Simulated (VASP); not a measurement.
Here is the system:

```
AlN
1.0
    3.07964     0.00000     0.00000
   -1.53982     2.66705     0.00000
    0.00000     0.00000    10.08197
Al N
4 4
Direct
  0.00000   0.00000   0.00000
  0.00000   0.00000   0.50000
  0.66667   0.33333   0.75018
  0.33333   0.66667   0.25018
  0.00000   0.00000   0.81216
  0.00000   0.00000   0.31216
  0.66667   0.33333   0.56329
  0.33333   0.66667   0.06329
```

All values below come from PBE GGA, VASP's PBE PAW potentials (set 64) (plane waves; VASP). Numerical set-up: 400 eV cut-off, 6×6×2 Γ-centred mesh, first-order Methfessel-Paxton smearing of 0.10 eV, potentials Al N.

At this cut-off the stress carries a Pulay error, which pulls relaxed volumes low.

Problem. Give the stress tensor in GPa (positive for a compressed cell).

Solution. 
```
3.08  0.00  0.00
0.00  3.08  0.00
0.00  0.00  0.51
```
The pressure is its mean diagonal, 2.23 GPa.

The structure was generated: AlN was put into an ordered model structure, which need not be its known phase. The cell was not relaxed at this level.
